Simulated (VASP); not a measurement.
Crystal: W.

```
W
1.0
    -1.60075    1.60075    1.60075
     1.60075   -1.60075    1.60075
     1.60075    1.60075   -1.60075
W
1
Direct
  0.00000 0.00000 0.00000
```

```yaml
Program: VASP 6.6.1
Task: relaxation of cell and atoms
Functional: LDA
Potentials_or_basis: VASP PAW LDA potentials, release 64 (W_sv)
Cutoff: 600 eV
k_mesh: 18 × 18 × 18
Occupations: gaussian, width 0.1 eV
Spin: no spin polarisation
```

At the start: pressure -16.9 GPa; volume 16.41 Å³/atom.

Question: Where does the relaxation end?

Answer: Over 5 steps the energy falls by 49.4 meV/atom and the volume is 15.51 Å³/atom (-5.5 %); space group Im-3m (No. 229, to 0.05 Å).

The path:
| step | energy change (eV) | largest force (eV/Å) | pressure (GPa) | volume (Å³) |
| --- | --- | --- | --- | --- |
| 1 | 0.0000 | 0.0000 | -16.86 | 16.41 |
| 2 | 0.7326 | 0.0000 | 104.03 | 12.64 |
| 3 | -0.0491 | 0.0000 | -1.57 | 15.58 |
| 4 | -0.0494 | 0.0000 | -0.34 | 15.53 |
| 5 | -0.0494 | 0.0000 | 0.03 | 15.51 |

Final structure:
```xyz
1
Lattice="-1.5710 1.5710 1.5710 1.5710 -1.5710 1.5710 1.5710 1.5710 -1.5710" Properties=species:S:1:pos:R:3 pbc="T T T"
W     0.0000    0.0000    0.0000
```
